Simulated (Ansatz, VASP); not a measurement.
## One calculation of B4Rh, two programs

```
B Rh
1.0
     3.49186    0.00000    0.00000
     0.00000    3.49186    0.00000
     0.00000    0.00000    3.49186
B Rh
4 1
Direct
  0.50000 0.00000 0.00000
  0.00000 0.50000 0.00000
  0.00000 0.00000 0.50000
  0.00000 0.00000 0.00000
  0.50000 0.50000 0.50000
```

Alike in both runs: functional PBE; k mesh 12 × 12 × 12; occupations gaussian, width 0.1 eV; no spin polarisation.

Ansatz relaxed the structure, and its values are those at the end. VASP's run is a single point on that final structure, the one shown.

```csv
,VASP,Ansatz
version,VASP 6.6.1,Ansatz 0.2.0
potentials or method,"VASP PAW PBE potentials, release 64 (B, Rh_pv)","scalar-relativistic, plane waves, PAW"
plane-wave cutoff (eV),520,420
valence electrons in the cell,27,29
```

```tsv
	VASP	Ansatz	Ansatz less VASP
gap on the k mesh at the Fermi level (eV)	none	none	-
pressure (GPa)	0.0	0.0	+0.02
```

A gap of «none» marks a metal or a gap that the smearing closes. The two sets of potentials don't hold the same shells in valence.
